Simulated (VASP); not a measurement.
# Ca2ZrN2 (I4/mmm) in VASP: further runs

The runs below take Ca2ZrN2 through relaxation of cell and atoms, with PBE.

Program: VASP 6.6.1. These are calculated values, not measurements. Logs are shortened: lines on timing, memory, paths and dates and some standing lists are left out, and cuts for length are marked.

### Step 1. Starting point

Symmetry: I4/mmm, No. 139, tetragonal system. The conventional cell has a = 4.122 Å, b = 4.122 Å, c = 9.877 Å, α = 90.00°, β = 90.00°, γ = 90.00°. Ca (site symmetry -4m2) has 4 N at 2.37 Å as nearest neighbours. Zr (site symmetry 4/mmm) is surrounded by 10 N at 3.19 to 3.63 Å and 8 Ca at 3.22 Å. N (site symmetry 4mm) is surrounded by 4 Ca at 2.37 Å and 1 N at 2.61 Å.

The cell was built by a generator and needn't be a form met in nature.

### Step 2. Relaxation of cell and atoms, PBE

The input, INCAR:

```
SYSTEM = Ca2ZrN2
ALGO = Fast ; EDIFF = 1E-4
EDIFFG = -0.08 ; ENCUT = 520
GGA = PE ; IBRION = 2
ISIF = 3 ; ISMEAR = 0
KPAR = 2 ; LASPH = .TRUE.
LCHARG = .FALSE. ; LREAL = .FALSE.
LWAVE = .FALSE. ; NELM = 60
NSW = 24 ; PREC = Normal
SIGMA = 0.15
```

The input, KPOINTS:

```
k-points
0
G
  5 5 5
  0 0 0
```

The input, POSCAR:

```
Ca2ZrN2
1.0
   -2.0611574200      2.0611574200      4.9386299800
    2.0611574200     -2.0611574200      4.9386299800
    2.0611574200      2.0611574200     -4.9386299800
Ca Zr N
2 1 2
Direct
    0.7500000000      0.2500000000      0.5000000000
    0.2500000000      0.7500000000      0.5000000000
    0.0000000000      0.0000000000      0.0000000000
    0.3680000000      0.3680000000      0.0000000000
    0.6320000000      0.6320000000      0.0000000000
```

Potentials or basis: VASP PAW PBE potentials, release 64 (Ca_sv, Zr_sv, N).

Command:

```bash
cat potpaw_PBE.64/Ca_sv/POTCAR potpaw_PBE.64/Zr_sv/POTCAR potpaw_PBE.64/N/POTCAR > POTCAR
mpirun -np 2 vasp_std > vasp.out
```

OUTCAR:

```text
SYSTEM = Ca2ZrN2
   EDIFF = 1E-4
   EDIFFG = -0.08
   ENCUT = 520
   GGA = PE
   IBRION = 2
   ISIF = 3
   ISMEAR = 0
   LASPH = .TRUE.
   LREAL = .FALSE.
   NELM = 60
   NSW = 24
   PREC = Normal

 ion  position               nearest neighbor table
   1  0.750  0.250  0.500-   4 2.37   5 2.37   4 2.37   5 2.37   2 2.91   2 2.91   2 2.91   2 2.91
                             3 3.22   3 3.22   3 3.22   3 3.22
   2  0.250  0.750  0.500-   4 2.37   5 2.37   4 2.37   5 2.37   1 2.91   1 2.91   1 2.91   1 2.91
                             3 3.22   3 3.22   3 3.22   3 3.22
   3  0.000  0.000  0.000-   1 3.22   2 3.22   1 3.22   2 3.22   1 3.22   2 3.22   1 3.22   2 3.22

   4  0.368  0.368  0.000-   1 2.37   2 2.37   2 2.37   1 2.37
   5  0.632  0.632  0.000-   2 2.37   1 2.37   1 2.37   2 2.37

  LATTYP: Found a body centered tetragonal cell.
 ALAT       =     4.1223148400
 C/A-ratio  =     2.3960469647

  Lattice vectors:

 A1 = (  -2.0611574200,   2.0611574200,   4.9386299800)
 A2 = (   2.0611574200,  -2.0611574200,   4.9386299800)
 A3 = (   2.0611574200,   2.0611574200,  -4.9386299800)

Analysis of symmetry for initial positions (statically):
=====================================================================
 Subroutine PRICEL returns:
 Original cell was already a primitive cell.

 Routine SETGRP: Setting up the symmetry group for a
 body centered tetragonal supercell.

 Subroutine GETGRP returns: Found 16 space group operations
 (whereof 16 operations were pure point group operations)
 out of a pool of 16 trial point group operations.

The static configuration has the point symmetry D_4h.

Analysis of symmetry for dynamics (positions and initial velocities):
=====================================================================
 Subroutine PRICEL returns:
 Original cell was already a primitive cell.

 Routine SETGRP: Setting up the symmetry group for a
 body centered tetragonal supercell.

 Subroutine GETGRP returns: Found 16 space group operations
 (whereof 16 operations were pure point group operations)
 out of a pool of 16 trial point group operations.

The dynamic configuration has the point symmetry D_4h.

 Subroutine INISYM returns: Found 16 space group operations
 (whereof 16 operations are pure point group operations),
 and found     1 'primitive' translations

----------------------------------------------------------------------------------------

                                     Primitive cell

  volume of cell :      83.9245

  direct lattice vectors                    reciprocal lattice vectors
    -2.061157420  2.061157420  4.938629980     0.000000000  0.242582151  0.101242653
     2.061157420 -2.061157420  4.938629980     0.242582151  0.000000000  0.101242653
     2.061157420  2.061157420 -4.938629980     0.242582151  0.242582151  0.000000000

  length of vectors
     5.734701902  5.734701902  5.734701902     0.262861512  0.262861512  0.343062968

  position of ions in fractional coordinates (direct lattice)
     0.750000000  0.250000000  0.500000000
     0.250000000  0.750000000  0.500000000
     0.000000000  0.000000000  0.000000000
     0.368000000  0.368000000  0.000000000
     0.632000000  0.632000000  0.000000000

  ion indices of the primitive-cell ions
   primitive index   ion index
                 1           1
                 2           2
                 3           3
                 4           4
                 5           5

----------------------------------------------------------------------------------------

 KPOINTS: k-points

Automatic generation of k-mesh.
 Grid dimensions read from file:
 generate k-points for:    5    5    5

 Generating k-lattice:

  Cartesian coordinates                     Fractional coordinates (reciprocal lattice)
     0.000000000  0.048516430  0.020248531     0.200000000 -0.000000000  0.000000000
     0.048516430  0.000000000  0.020248531    -0.000000000  0.200000000  0.000000000
     0.048516430  0.048516430  0.000000000     0.000000000  0.000000000  0.200000000

  Length of vectors
     0.052572302  0.052572302  0.068612594

  Shift w.r.t. Gamma in fractional coordinates (k-lattice)
     0.000000000  0.000000000  0.000000000

 Subroutine IBZKPT returns following result:
 ===========================================

 Found     18 irreducible k-points:

 Following reciprocal coordinates:
            Coordinates               Weight
  0.000000  0.000000  0.000000      1.000000
  0.200000  0.000000  0.000000      8.000000
  0.400000 -0.000000  0.000000      8.000000
  0.200000  0.200000  0.000000      8.000000
  0.400000  0.200000  0.000000     16.000000
 -0.400000  0.200000 -0.000000     16.000000
[... 10 lines left out ...]
 -0.400000  0.400000  0.400000      4.000000
 -0.400000 -0.400000  0.400000      2.000000
   k-points           NKPTS =     18   k-points in BZ     NKDIM =     18   number of bands    NBANDS=     25
   number of dos      NEDOS =    301   number of ions     NIONS =      5
   total plane-waves  NPLWV =  32768
   dimension x,y,z NGX =    32 NGY =   32 NGZ =   32
   dimension x,y,z NGXF=    64 NGYF=   64 NGZF=   64
   ions per type =               2   1   2
   NGX,Y,Z   is equivalent  to a cutoff of   9.28,  9.28,  9.28 a.u.
   NGXF,Y,Z  is equivalent  to a cutoff of  18.55, 18.55, 18.55 a.u.
 SYSTEM =  Ca2ZrN2
   PREC   = normal    normal or accurate (medium, high low for compatibility)
   ISTART =      0    job   : 0-new  1-cont  2-samecut
   ICHARG =      2    charge: 1-file 2-atom 10-const
   ISPIN  =      1    spin polarized calculation?
   LNONCOLLINEAR =      F non collinear calculations
   LSORBIT =      F    spin-orbit coupling
   LASPH  =      T    aspherical Exc in radial PAW
   ENCUT  =  520.0 eV  38.22 Ry    6.18 a.u.  10.66 10.66 10.66*2*pi/ulx,y,z
   NELM   =     60;   NELMIN=  2; NELMDL= -5     # of ELM steps
   EDIFF  = 0.1E-03   stopping-criterion for ELM
   LREAL  =      F    real-space projection
   EDIFFG = -.8E-01   stopping-criterion for IOM
   NSW    =     24    number of steps for IOM
   IBRION =      2    ionic relax: 0-MD 1-quasi-New 2-CG
   NFREE  =      1    steps in history (QN), initial steepest desc. (CG)
   ISIF   =      3    stress and relaxation
   ISYM   =      2    0-nonsym 1-usesym 2-fastsym
   POTIM  = 0.5000    time-step for ionic-motion
   TEBEG  =    0.0;   TEEND  =   0.0 temperature during run
   PSTRESS=    0.0 pullay stress
   NELECT =      42.0000    total number of electrons
   NUPDOWN=      -1.0000    fix difference up-down
   EMIN   =  10.00;   EMAX   =-10.00  energy-range for DOS
   EFERMI =   0.00;   METHOD = LEGACY
   ISMEAR =     0;   SIGMA  =   0.15  broadening in eV -4-tet -1-fermi 0-gaus
   EFERMI_NEDOS =   21; number of points for ismear=-14 and -15
   IALGO  =     68    algorithm
   IMIX   =      4    mixing-type and parameters
     AMIX     =   0.40;   BMIX     =  1.00
     AMIX_MAG =   1.60;   BMIX_MAG =  1.00
  volume/ion in A,a.u.               =      16.78       113.27
  Fermi-wavevector in a.u.,A,eV,Ry     =   1.299755  2.456182 22.985197  1.689364
  Thomas-Fermi vector in A             =   2.430999
   LORBIT       =      0    0 simple, 1 ext, 2 COOP (PROOUT), +10 PAW based schemes
   GGA     = PE    functional components
   LHFCALC =     F    Hartree Fock is set to
   AEXX    =    0.0000 exact exchange contribution
   IVDW    =     0    specifies the selected vdW correction
   LEPSILON=     F    determine dielectric tensor
   LRPA    =     F    only Hartree local field effects (RPA)
 conjugate gradient relaxation of ions
 non-spin polarized calculation
 RMM-DIIS sequential band-by-band and
 Gauss-broadening in eV      SIGMA  =   0.15
  energy-cutoff  :      520.00
  volume of cell :       83.92
 maximum number of plane-waves:      2283
   NGX = 21   NGY = 21   NGZ = 21

--------------------------------------- Ionic step        1  -------------------------------------------

 number of electron      41.9999997 magnetization

 Free energy of the ion-electron system (eV)
  ---------------------------------------------------
  ext. energy  EPLUGINS =         0.00000000
  ---------------------------------------------------
  free energy    TOTEN  =       -26.04366163 eV

  energy without entropy =      -25.98759499  energy(sigma->0) =      -26.01562831

------------------------ aborting loop because EDIFF is reached ----------------------------------------

  FORCE on cell =-STRESS in cart. coord.  units (eV):
  Direction    XX          YY          ZZ          XY          YZ          ZX
  --------------------------------------------------------------------------------------
  -------------------------------------------------------------------------------------
  Total       -2.7798882     -2.7798882      9.2486609      0.0000000      0.0000000      0.0000000
  in kB      -53.0700025    -53.0700025    176.5633811      0.0000000      0.0000000      0.0000000
  external PRESSURE =      23.4744587 kB  Pullay stress =       0.0000000 kB
[... 98 lines left out ...]
  FREE ENERGIE OF THE ION-ELECTRON SYSTEM (eV)
  ---------------------------------------------------
  free  energy   TOTEN  =       -27.2342655940 eV

  energy  without entropy=      -27.2144983620  energy(sigma->0) =      -27.22438198

[... ionic steps 4 to 10 ...]

--------------------------------------- Ionic step       11  -------------------------------------------

 number of electron      41.9999997 magnetization

------------------------ aborting loop because EDIFF is reached ----------------------------------------

  FORCE on cell =-STRESS in cart. coord.  units (eV):
  Direction    XX          YY          ZZ          XY          YZ          ZX
  --------------------------------------------------------------------------------------
  -------------------------------------------------------------------------------------
  Total       -0.2190015     -0.2190015      0.4114787      0.0000000     -0.0000000      0.0000000
  in kB       -4.6358837     -4.6358837      8.7102941      0.0000000     -0.0000000      0.0000000
  external PRESSURE =      -0.1871578 kB  Pullay stress =       0.0000000 kB
[... 63 lines left out ...]
  energy  without entropy=      -27.6075740789  energy(sigma->0) =      -27.61487604

--------------------------------------- Ionic step       13  -------------------------------------------

 number of electron      41.9999995 magnetization

 Free energy of the ion-electron system (eV)
  ---------------------------------------------------
  ext. energy  EPLUGINS =         0.00000000
  ---------------------------------------------------
  free energy    TOTEN  =       -27.62345796 eV

  energy without entropy =      -27.60923215  energy(sigma->0) =      -27.61634506

 E-fermi :   6.5703     XC(G=0): -11.0673

 val. band max:        6.5625214285   @ k =   0.2000   0.2000   0.0000
 cond. band min:       6.6299934175   @ k =  -0.4000   0.4000   0.4000
 fundamental gap:      0.0674719891
 Fermi energy:         6.5702848637

 k-point     1 :       0.0000    0.0000    0.0000
  band No.  band energies     occupation
      1     -43.3063      2.00000
      2     -34.1061      2.00000
      3     -33.1153      2.00000
      4     -21.2378      2.00000
      5     -21.2378      2.00000
      6     -21.1455      2.00000
[... 525 lines left out ...]
  FREE ENERGIE OF THE ION-ELECTRON SYSTEM (eV)
  ---------------------------------------------------
  free  energy   TOTEN  =       -27.6234579604 eV

  energy  without entropy=      -27.6092321525  energy(sigma->0) =      -27.61634506

 reached required accuracy - stopping structural energy minimisation
```

Run time: 98 s. Hardware: 2 MPI ranks of Intel Xeon Platinum 8488C (Sapphire Rapids), shared host; peak memory 0.2 GiB.

Results:

| Property | Result |
| --- | --- |
| Free energy | -27.6235 eV |
| Relaxed volume | 15.12 Å³/atom |
| Relaxed cell | a = 6.249 Å, b = 6.249 Å, c = 6.249 Å, α = 146.10°, β = 146.10°, γ = 48.70° |
| Space group after relaxing (to 0.05 Å) | I4/mmm (No. 139) |
| Energy gained by relaxing | 316.0 meV/atom |
| Ionic steps | 13 |
| Pressure after relaxing | 0.1 GPa |
| Largest force after relaxing | 0.020 eV/Å |
| Band gap on the k mesh | none (metal or under the smearing width) |

Forces on the atoms (eV/Å):
```
Ca   0.000  0.000  0.000
Ca   0.000  0.000  0.000
Zr   0.000  0.000  0.000
N    0.000  0.000  0.020
N    0.000  0.000 -0.020
```

The path:
```
step  energy change (eV)  largest force (eV/Å)  pressure (GPa)  volume (Å³)
   1              0.0000                0.1184            2.35        83.92
   2             -0.8583                0.3592           -2.44        86.58
   3             -1.1906                0.4432           -6.23        88.68
   4             -1.1912                0.4487           -5.75        88.43
   5             -1.3759                1.2017           -0.39        80.17
   6             -1.3786                1.1276           -0.86        80.94
   7             -1.5289                0.7410            0.77        77.15
   8             -1.5562                0.3801            2.48        74.70
   9             -1.5622                0.4327           -1.71        76.59
  10             -1.5785                0.0658           -0.01        75.71
  11             -1.5785                0.0599           -0.02        75.69
  12             -1.5785                0.0406           -0.04        75.65
  13             -1.5798                0.0203            0.13        75.59
```

Final structure:
```xyz
5
Lattice="-1.8219 1.8219 5.6928 1.8219 -1.8219 5.6928 1.8219 1.8219 -5.6928" Properties=species:S:1:pos:R:3 pbc="T T T"
Ca    0.0000    1.8219    2.8464
Ca    1.8219    0.0000    2.8464
Zr    0.0000    0.0000   11.3855
N     0.0000    0.0000    4.3708
N     0.0000    0.0000    7.0147
```

Caveat: the k mesh is coarse (spacing up to 0.43 Å⁻¹), so the values aren't converged; the relaxation stopped at a loose force limit of 0.08 eV/Å, so its end isn't a converged minimum.

### Step 3. Relaxation of cell and atoms, PBE

This run uses another cell than the first one, of 19.72 Å³/atom, 1.175 times its volume.

INCAR is that of step 2.

The input, KPOINTS:

```
k-points
0
G
  4 4 2
  0 0 0
```

The input, POSCAR:

```
Ca2ZrN2
1.0
    3.7678372700      0.0000000000      0.0000000000
    0.0000000000      3.7678372700      0.0000000000
    0.0000000000      0.0000000000      6.9465416600
Ca Zr N
2 1 2
Direct
    0.5000000000      0.0000000000      0.6190624600
    0.0000000000      0.5000000000      0.6190624600
    0.5000000000      0.5000000000      0.1645883600
    0.5000000000      0.5000000000      0.5837326300
    0.5000000000      0.5000000000      0.7936076800
```

Potentials or basis: VASP PAW PBE potentials, release 64 (Ca_sv, Zr_sv, N).

Command:

```bash
cat potpaw_PBE.64/Ca_sv/POTCAR potpaw_PBE.64/Zr_sv/POTCAR potpaw_PBE.64/N/POTCAR > POTCAR
mpirun -np 2 vasp_std > vasp.out
```

Wall time 2.1 min (2 MPI ranks of Intel Xeon Platinum 8488C (Sapphire Rapids), shared host); peak memory 0.17 GiB.

Results (log left out):

* Free energy: -30.2394 eV
* Relaxed volume: 23.65 Å³/atom
* Relaxed cell: a = 4.653 Å, b = 4.653 Å, c = 5.463 Å, α = 90.00°, β = 90.00°, γ = 90.00°
* Space group after relaxing (to 0.05 Å): P4/mmm (No. 123)
* Energy gained by relaxing: 1860.3 meV/atom
* Ionic steps: 17
* Pressure after relaxing: -0.1 GPa
* Largest force after relaxing: 0.060 eV/Å
* Band gap on the k mesh: none (metal or under the smearing width)

Forces on the atoms (eV/Å):
```
Ca   0.000  0.000  0.018
Ca   0.000  0.000  0.018
Zr   0.000  0.000  0.049
N    0.000  0.000 -0.060
N    0.000  0.000 -0.025
```

Stress tensor (GPa, compression positive):
```
-0.27  0.00  0.00
 0.00 -0.27  0.00
 0.00  0.00  0.26
```

The path:
```
step  energy change (eV)  largest force (eV/Å)  pressure (GPa)  volume (Å³)
   1              0.0000                3.9647           30.29        98.62
   2             -5.3660                1.2358          -12.37       153.91
   3             -7.0691                1.6989           -6.99       132.24
   4             -7.3165                1.4572          -10.57       140.73
   5             -7.5304                9.3878           11.53       117.20
   6             -8.8184                2.1453           -3.39       127.05
   7             -8.8230                2.2716           -3.00       126.63
   8             -9.1858                1.1639            0.51       117.88
   9             -9.1907                1.2372            1.32       116.72
  10             -9.2291                0.8694            0.06       117.89
  11             -9.2348                0.6751            0.35       117.57
  12             -9.2703                0.4683           -0.70       118.78
  13             -9.2769                0.4437           -1.21       119.50
  14             -9.2988                0.1084           -0.42       118.68
  15             -9.3002                0.1439           -0.03       118.41
  16             -9.3003                0.1270           -0.03       118.43
  17             -9.3016                0.0596           -0.09       118.26
```

Final structure:
```yaml
crystal:
  lattice:
    - [4.65289, 0.00000, 0.00000]
    - [0.00000, 4.65289, 0.00000]
    - [0.00000, 0.00000, 5.46251]
  atoms:
    - { symbol: Ca, position: [0.50000, 0.00000, 0.65500] }
    - { symbol: Ca, position: [0.00000, 0.50000, 0.65500] }
    - { symbol: Zr, position: [0.50000, 0.50000, 0.15617] }
    - { symbol: N, position: [0.50000, 0.50000, 0.53027] }
    - { symbol: N, position: [0.50000, 0.50000, 0.78360] }
```

Levels at points of the mesh, in eV from the Fermi level:
```csv
k point,band 19,band 20,band 21,band 22,band 23,band 24
"(0.00, 0.00, 0.00)",-3.14,-2.82,-0.49,-0.08,0.57,1.88
"(0.50, 0.00, 0.00)",-2.74,-1.29,-0.95,0.51,1.35,1.50
"(0.50, 0.50, 0.00)",-2.58,-0.69,0.62,0.62,1.33,1.38
"(0.00, 0.00, 0.50)",-2.08,-1.95,-1.21,-0.12,1.14,1.18
"(0.50, 0.00, 0.50)",-1.80,-0.84,-0.24,0.57,1.07,1.10
"(0.50, 0.50, 0.50)",-1.34,-0.78,0.66,0.66,0.86,1.17
```

Caveat: the k mesh is coarse (spacing up to 0.45 Å⁻¹), so the values aren't converged; the volume moved by over 15 % at a fixed basis, so the end points are rough; the relaxation stopped at a loose force limit of 0.08 eV/Å, so its end isn't a converged minimum.

(Part 1 of 3 ends here.)
